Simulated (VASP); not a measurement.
## Ca2C: single point with PBE-based screened hybrid

Ca2C:

```
C Ca
1.0
     0.00000    3.12858    3.12858
     3.12858    0.00000    3.12858
     3.12858    3.12858    0.00000
C Ca
1 2
Direct
  0.00000 0.00000 0.00000
  0.25000 0.25000 0.25000
  0.75000 0.75000 0.75000
```

The cell was built by a generator and needn't be a form met in nature.

```
Program                            : VASP 6.6.1
Task                               : single point
Functional                         : PBE-based screened hybrid
Potentials or basis                : VASP PAW PBE potentials, release 64 (C, Ca_sv)
Cutoff                             : 520 eV
k mesh                             : 4 × 4 × 4
Occupations                        : gaussian, width 0.01 eV
Spin                               : no spin polarisation
Dipole correction                  : no
Exchange at q = 0                  : truncated
Grid for exact exchange (PRECFOCK) : Normal
Share of exact exchange            : 0.1
Screening parameter                : 0.2078
Further INCAR settings             : ALGO = Normal; EDIFF = 1e-06; NBANDS = 19
```

```yaml
Pressure: 0.8 GPa
Band_gap_on_the_k_mesh: 0.43 eV, direct
```

Levels at points of the mesh, in eV from the valence-band top:
```tsv
k point	band 9	band 10	band 11	band 12	band 13	band 14	band 15	band 16
(0.00, 0.00, 0.00)	-8.83	-1.07	-1.07	-1.07	1.02	2.31	2.31	6.35
(0.50, 0.00, 0.00)	-8.17	-2.04	-0.41	-0.41	3.11	3.41	3.41	4.49
(0.50, 0.50, 0.00)	-8.03	-2.08	0.00	0.00	0.43	2.91	3.21	5.25
```

Run time: 17 min on 1 thread of Intel(R) Xeon(R) Platinum 8488C (Sapphire Rapids), with other jobs on the host, peak memory 0.31 GiB.

Caveat: the k mesh is coarse (spacing up to 0.43 Å⁻¹), so the values aren't converged; the PAW data sets were made with another functional, which shifts forces and pressure a little. A k mesh can miss the band edges.
